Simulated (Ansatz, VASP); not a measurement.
## Two plane-wave programs on LiWS3

```
Li W S
1.0
     4.97890    0.00000    0.00000
    -2.48945    4.31185    0.00000
     0.00000    0.00000    4.44066
Li W S
1 1 3
Direct
  0.00000 0.00000 0.50000
  0.00000 0.00000 0.00000
  0.50000 0.00000 0.50000
  0.00000 0.50000 0.50000
  0.50000 0.50000 0.50000
```

Alike in both runs: task relaxation of cell and atoms; functional PBE; k mesh 9 × 9 × 8; occupations gaussian, width 0.1 eV; no spin polarisation.

|  | VASP | Ansatz |
| --- | --- | --- |
| version | VASP 6.6.1 | Ansatz 0.2.0 |
| potentials or method | VASP PAW PBE potentials, release 64 (Li_sv, W_sv, S) | scalar-relativistic, plane waves, PAW |
| plane-wave cutoff (eV) | 600 | 420 |
| valence electrons in the cell | 35 | 35 |

VASP gave:

```
gap on the k mesh at the Fermi level, each at its own relaxed structure (eV) : none
relaxed volume (Å³/atom)                                                     : 19.03
relaxed cell length with the largest relative difference (Å)                 : 4.469
```

Task: What did Ansatz give for the same quantities?

Result: gap on the k mesh at the Fermi level, each at its own relaxed structure (eV): none; relaxed volume (Å³/atom): 19.03; relaxed cell length with the largest relative difference (Å): 4.462.

A gap of «none» marks a metal or a gap that the smearing closes.

Caveats: the cutoff is under 1.25 times the usual one of these potentials, so pressure, stress and relaxed cells hold a basis-set (Pulay) error (VASP). The runs have no spin-orbit coupling, so splittings on W are missing.
